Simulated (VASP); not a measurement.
# SrTiO3: cell size against the level of theory, part 3 of 3

Which functional gives the lattice of SrTiO3 as experiment finds it, and is a dearer one worth its cost? The start is a cell from a database of measured crystal structures.

VASP 6.6.1, plane waves and PAW; the level of theory is named at each step.

So far. Step 3 (Relaxation with LDA): It ends at 11.52 Å³/atom, -2.8 % from the start, with -0.03 GPa left. The conventional cell has a = 3.862 Å. Step 4 (Relaxation with r2SCAN): It ends at 11.98 Å³/atom, +1.1 % from the start, with 0.04 GPa left. The conventional cell has a = 3.913 Å.

**5. Relaxation with PBE + D3(BJ)**

This step: PBE with D3(BJ); plane waves and PAW (Sr_sv, Ti_sv, O) (VASP 6.6.1).

A dispersion term adds the long-range attraction that semilocal functionals lack. D3 with Becke-Johnson damping keeps a finite attraction at short range.

File INCAR:

```
SYSTEM = SrTiO3
PREC = Accurate
ENCUT = 560
EDIFF = 1E-06
NELM = 100
ISMEAR = -1
SIGMA = 0.05
LREAL = .FALSE.
ALGO = Normal
GGA = PE
IVDW = 12
NBANDS = 26
LASPH = .TRUE.
LORBIT = 11
LWAVE = .FALSE.
LCHARG = .FALSE.
KPAR = 2
IBRION = 2
NSW = 60
ISIF = 3
EDIFFG = -0.01
```

File POSCAR:

```
SrTiO3
1.0
    3.8990000000      0.0000000000      0.0000000000
    0.0000000000      3.8990000000      0.0000000000
    0.0000000000      0.0000000000      3.8990000000
Sr Ti O
1 1 3
Direct
    0.5000000000      0.5000000000      0.5000000000
    0.0000000000      0.0000000000      0.0000000000
    0.5000000000      0.0000000000      0.0000000000
    0.0000000000      0.5000000000      0.0000000000
    0.0000000000      0.0000000000      0.5000000000
```

File KPOINTS:

```
Automatic mesh
0
Gamma
6 6 6
0 0 0
```

Potentials, in the order of the species: Sr_sv, Ti_sv and O (PBE family, release 64).

On the command line:

```console
mpirun -np 2 vasp_std
```

The log of the run:

```text
[... set-up lines as in an earlier step ...]
 entering main loop
       N       E                     dE             d eps       ncg     rms          rms(c)
[... 17 cycles as in an earlier step ...]
   1 F= -.41402117E+02 E0= -.41402117E+02  d E =-.414021E+02
[...]
N       E                     dE             d eps       ncg     rms          rms(c)
DAV:   1    -0.402365814979E+02   -0.16823E+00   -0.38800E+00  1212   0.198E+01    0.332E+00
DAV:   2    -0.401167480141E+02    0.11983E+00   -0.43171E-01  1212   0.621E+00    0.118E+00
DAV:   3    -0.400977063777E+02    0.19042E-01   -0.11588E-01  1092   0.202E+00    0.515E-01
DAV:   4    -0.400975734679E+02    0.13291E-03   -0.23702E-02  1632   0.929E-01    0.434E-01
[...]
DAV:   8    -0.400996033356E+02   -0.19267E-04   -0.41186E-05  1318   0.409E-02    0.170E-02
DAV:   9    -0.400996069263E+02   -0.35906E-05   -0.20636E-05  1482   0.356E-02    0.545E-03
DAV:  10    -0.400996075845E+02   -0.65823E-06   -0.25666E-06   970   0.106E-02
   2 F= -.41402681E+02 E0= -.41402681E+02  d E =-.563807E-03
 trial-energy change:   -0.000564  1 .order   -0.000803   -0.018031    0.016425
 step:   0.5129(harm=  0.5233)  dis= 0.00000  next Energy=   -41.406709 (dE=-0.459E-02)
[...]
N       E                     dE             d eps       ncg     rms          rms(c)
DAV:   1    -0.401215963842E+02   -0.21989E-01   -0.92231E-01  1210   0.955E+00    0.163E+00
DAV:   2    -0.400926697244E+02    0.28927E-01   -0.10006E-01  1212   0.302E+00    0.565E-01
DAV:   3    -0.400880836753E+02    0.45860E-02   -0.25901E-02  1164   0.101E+00    0.201E-01
DAV:   4    -0.400883205102E+02   -0.23683E-03   -0.56897E-03  1484   0.374E-01    0.184E-01
[...]
DAV:   8    -0.400887798212E+02   -0.80390E-05   -0.22898E-05  1388   0.255E-02    0.468E-03
DAV:   9    -0.400887813286E+02   -0.15075E-05   -0.37208E-06  1236   0.122E-02    0.199E-03
DAV:  10    -0.400887811221E+02    0.20656E-06   -0.47769E-07   616   0.571E-03
   3 F= -.41406673E+02 E0= -.41406673E+02  d E =-.455595E-02
[...]
reached required accuracy - stopping structural energy minimisation
```

It took 56 s on 2 MPI ranks of AMD EPYC 7R43, shared host; peak memory 0.33 GiB; 1.8 min of CPU time.

OUTCAR, selected parts (step 5):

```text
 Edisp (eV)   -1.30307

 Edisp (eV)   -1.31789

  Total      -0.00013    -0.00013    -0.00013    -0.00000    -0.00000     0.00000
  in kB      -0.00341    -0.00341    -0.00341    -0.00000    -0.00000     0.00000
  external pressure =       -0.00 kB  Pullay stress =        0.00 kB

 POSITION                                       TOTAL-FORCE (eV/Angst)
 -----------------------------------------------------------------------------------
      1.95711      1.95711      1.95711         0.000000      0.000000      0.000000
      0.00000      0.00000      0.00000        -0.000000     -0.000000      0.000000
      1.95711      0.00000     -0.00000        -0.000000     -0.000000      0.000000
      0.00000      1.95711     -0.00000        -0.000000     -0.000000      0.000000
      0.00000      0.00000      1.95711         0.000000      0.000000      0.000000
 -----------------------------------------------------------------------------------
    total drift:                                0.000000     -0.000000      0.000000

  FREE ENERGIE OF THE ION-ELECTRON SYSTEM (eV)
  ---------------------------------------------------
  free  energy   TOTEN  =       -41.4066731272 eV

  energy  without entropy=      -41.4066731258  energy(sigma->0) =      -41.40667313

[... 2 parts as in an earlier step ...]

[... 2 further parts left out ...]
[key lines of the parts left out:]
E-fermi :   5.0341
```

Relaxation path:

```tsv
step	energy less that of the first step (eV)	largest force (eV/Å)	pressure (GPa)	volume (Å³)
1	0.0000	0.0000	2.13	59.27
2	-0.0006	0.0000	-1.90	60.64
3	-0.0046	0.0000	0.00	59.97
```

```tsv
conventional cell, symmetrised	before	after	change
a (Å)	3.899	3.914	+0.4 %
b (Å)	3.899	3.914	+0.4 %
c (Å)	3.899	3.914	+0.4 %
volume (Å³/atom)	11.85	11.99	+1.2 %
```

The relaxed structure:

```xyz
5
Lattice="3.9142 0.0000 0.0000 0.0000 3.9142 0.0000 0.0000 0.0000 3.9142" Properties=species:S:1:pos:R:3 pbc="T T T"
Sr    1.9571    1.9571    1.9571
Ti    0.0000    0.0000    0.0000
O     1.9571    0.0000    0.0000
O     0.0000    1.9571    0.0000
O     0.0000    0.0000    1.9571
```

It ends at 11.99 Å³/atom, +1.2 % from the start, with 0.00 GPa left. The conventional cell has a = 3.914 Å. Against plain PBE, the dispersion term moves a by -0.7 %.

**6. The cells as a table**

This step: relaxed cells at several levels; plane waves and PAW (VASP 6.6.1).

No new run; the numbers come from the runs before.

Lengths are those of the conventional cell; cost is the wall time of each run, as given at its step, times its ranks, without the set-up around it. Results by level, by row:

```tsv
level	volume (Å³/atom)	change from the start (%)	a (Å)	cost (core minutes)
PBE	12.24	3.3	3.941	1.93
LDA	11.52	-2.8	3.862	1.63
r2SCAN	11.98	1.1	3.913	6.87
PBE + D3(BJ)	11.99	1.2	3.914	1.87
```

**7. What came out**

```json
{
  "volume, PBE": "12.24 Å³/atom",
  "volume, LDA": "11.52 Å³/atom",
  "volume, r2SCAN": "11.98 Å³/atom",
  "volume, PBE + D3(BJ)": "11.99 Å³/atom"
}
```

In words: For SrTiO3 the levels give volumes between 11.52 Å³/atom (LDA) and 12.24 Å³/atom (PBE), a spread of 6.3 %, while the cost of the finished runs spans a factor of 4.2. Within 1 % of experiment on every length: PBE, r2SCAN and PBE + D3(BJ). The nearest, r2SCAN, took 3.7 times the core time of PBE + D3(BJ) and lowers the largest miss from 0.24 to 0.20 %. Thermal and zero-point expansion, often some tenths of a per cent in length, bear on this order: with the measured lengths lowered by an assumed 0.4 % the nearest is still r2SCAN. The costs hold the number of ionic steps as well as the price of the functional. Adding D3(BJ) to PBE changes the volume by -2.0 % (a by -0.7 %). Within 0.02 Å all end in space group Pm-3m; the runs can't lower the symmetry of the start. Each is a single relaxation on the plane waves of the start cell, so larger changes of volume carry a basis-set error that was not tested here.

Calculation against experiment:

```
              quantity  measured             PBE             LDA          r2SCAN    PBE + D3(BJ)
lattice constant a (Å)     3.905  3.941 (+0.9 %)  3.862 (-1.1 %)  3.913 (+0.2 %)  3.914 (+0.2 %)
```

Measured values from arxiv:2405.19788 (2024).

**Verdict.** For the lattice constant a, of the levels listed nearest comes r2SCAN (+0.2 %, good agreement) and farthest LDA (-1.1 %, fair agreement). The grades are ours: good and fair within 0.7 and 1.5 % for the lattice constant a. For lattice constants the calculation has a static lattice, without zero-point motion or thermal expansion (measured at up to 300 K).

[Lines on the potential files, build, host, timing and source positions are cut from VASP's logs without a mark.]

[Logs are printed without paths, hosts, clocks, repeated set-up lines and the standing remarks that a program may print on its own settings, such as how far it seeks lower states.]

[Hosts, paths, dates, database ids (printed as entryN), source tags and the programs' standing remarks are cut or masked in the printed files.]

[A measured line is paired with the nearest computed mode of its activity, which favours agreement.]
